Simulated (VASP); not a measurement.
Data:

```yaml
crystal:
  lattice:
    - [0.00000, 2.98655, 2.98655]
    - [2.98655, 0.00000, 2.98655]
    - [2.98655, 2.98655, 0.00000]
  atoms:
    - { symbol: V, position: [0.00000, 0.00000, 0.00000], spin: 2.0 }
    - { symbol: Se, position: [0.25000, 0.25000, 0.25000] }
    - { symbol: Se, position: [0.75000, 0.75000, 0.75000] }
```

These are PBE GGA, VASP's PBE PAW potentials (set 64) (plane waves; VASP) values and carry that method's errors. Numerical set-up: 400 eV cut-off, 6×6×6 Γ-centred mesh, Gaussian smearing of 0.050 eV, potentials V_sv Se.

The moments were started parallel, and other spin orders were not tried in this run.

Question: Give the stress tensor in GPa (positive for a compressed cell).

Answer: 
```
11.72   0.00   0.00
 0.00  11.72   0.00
 0.00   0.00  11.72
```
The pressure is its mean diagonal, 11.72 GPa.

The structure was generated: VSe2 was put into the fluorite type (Fm-3m), which need not be its known phase. The cell was not relaxed at this level. The k-mesh is coarse (spacing up to 0.30 per Å, 2π included), so the numbers may not be converged in it. The run is one of a series of settings (EDIFF = 1E-8 against the base run), some of them coarse on purpose.
